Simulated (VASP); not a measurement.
```
CELL_PARAMETERS angstrom
      4.01344     0.00000     0.00000
     -2.00672     3.47574     0.00000
      0.00000     0.00000    17.30644
ATOMIC_POSITIONS crystal
  In 0.33333 0.66667 0.33030
  In 0.66667 0.33333 0.66970
  In 0.66667 0.33333 0.83030
  In 0.33333 0.66667 0.16970
  Se 0.33333 0.66667 0.59732
  Se 0.66667 0.33333 0.40268
  Se 0.66667 0.33333 0.09732
  Se 0.33333 0.66667 0.90268
```

All values below come from PBE GGA, VASP's PBE PAW potentials (set 64) (plane waves; VASP). Settings: 300 eV cut-off, 5×5×1 Γ-centred mesh, Fermi-Dirac smearing of 0.050 eV, potentials In_d Se.

Unless said otherwise, spin-orbit coupling is left out, though it shifts the bands of the heavy elements here.

Problem. Give the energies of bands 29 to 42 at the high-symmetry points, in eV from the valence-band maximum.

Solution. 
```
band      Γ      M      K      A      L      H
----  -----  -----  -----  -----  -----  -----
29    -1.26  -3.42  -3.96  -1.24  -3.25  -3.90
30    -1.26  -2.99  -3.78  -1.24  -3.25  -3.90
31    -1.26  -2.46  -3.65  -1.24  -2.32  -3.52
32    -1.18  -2.36  -3.44  -1.24  -2.32  -3.52
33    -1.18  -2.21  -2.53  -1.10  -2.21  -2.46
34    -1.16  -2.18  -2.53  -1.10  -2.21  -2.46
35    -1.16  -2.05  -2.00  -1.10  -2.07  -2.15
36    -1.07  -2.01  -2.00  -1.10  -2.07  -2.15
37    -1.07  -1.82  -1.65  -0.74  -1.58  -1.55
38     0.00  -1.35  -1.65  -0.74  -1.58  -1.55
39     0.57   1.42   1.76   1.22   1.62   1.94
40     1.59   1.43   2.17   1.22   1.62   1.94
41     2.17   1.94   2.63   2.18   1.75   2.54
42     2.19   2.02   2.63   2.18   1.75   2.54
```

The gap is direct, 0.57 eV, from the valence maximum at Γ to the conduction minimum at Γ.

The structure comes from a computed database's InSe entry, a phase known from measurement. The cell was not relaxed at this level.
